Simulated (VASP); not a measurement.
OSZICAR of a VASP run on Co (hcp):

File OSZICAR:
```
       N       E                     dE             d eps       ncg     rms          rms(c)
DAV:   1     0.677812761420E+02    0.67781E+02   -0.70027E+03 14887   0.133E+03
DAV:   2    -0.161521260113E+02   -0.83933E+02   -0.77529E+02 14421   0.238E+02
DAV:   3    -0.179450255492E+02   -0.17929E+01   -0.17458E+01 17326   0.485E+01
DAV:   4    -0.179746264793E+02   -0.29601E-01   -0.29595E-01 20615   0.473E+00
DAV:   5    -0.179748395925E+02   -0.21311E-03   -0.21310E-03 17943   0.382E-01    0.165E+01
RMM:   6    -0.158805849734E+02    0.20943E+01   -0.14276E+01 14400   0.543E+01    0.747E+00
RMM:   7    -0.155231466246E+02    0.35744E+00   -0.19052E+00 14400   0.220E+01    0.435E+00
RMM:   8    -0.154911862446E+02    0.31960E-01   -0.60215E-02 14787   0.186E+00    0.180E+00
RMM:   9    -0.154763728050E+02    0.14813E-01   -0.14340E-02 15190   0.865E-01    0.502E-01
RMM:  10    -0.154757800470E+02    0.59276E-03   -0.23701E-03 15254   0.524E-01    0.153E-01
RMM:  11    -0.154758001509E+02   -0.20104E-04   -0.77050E-04 16607   0.184E-01    0.633E-02
RMM:  12    -0.154758043668E+02   -0.42159E-05   -0.10315E-04 13479   0.780E-02    0.449E-02
RMM:  13    -0.154758036551E+02    0.71166E-06   -0.24575E-05 10305   0.634E-02
   1 F= -.15475804E+02 E0= -.15475563E+02  d E =-.154758E+02  mag=     3.1099
```

Task: Which electronic solver shows in the log?

Result: It is blocked Davidson (ALGO = Normal, or the opening steps of other solvers) and then RMM-DIIS (ALGO = Fast or VeryFast). The INCAR had ALGO = Fast.

Task: How was spin treated?

Result: Collinear spin (ISPIN = 2): the summary line carries one mag value, 3.11 μB in the cell.

Task: Can the final energy be trusted as converged?

Result: Self-consistency was reached. It stopped with EDIFF = 1E-5, NELM = 100, NSW = 20 and EDIFFG = -0.03 after 1 ionic step (PBEsol GGA, plane waves, VASP's PBE PAW potentials (set 64)).

The compound is Co in the hcp structure. It was relaxed first, which changed the volume by -7 %.
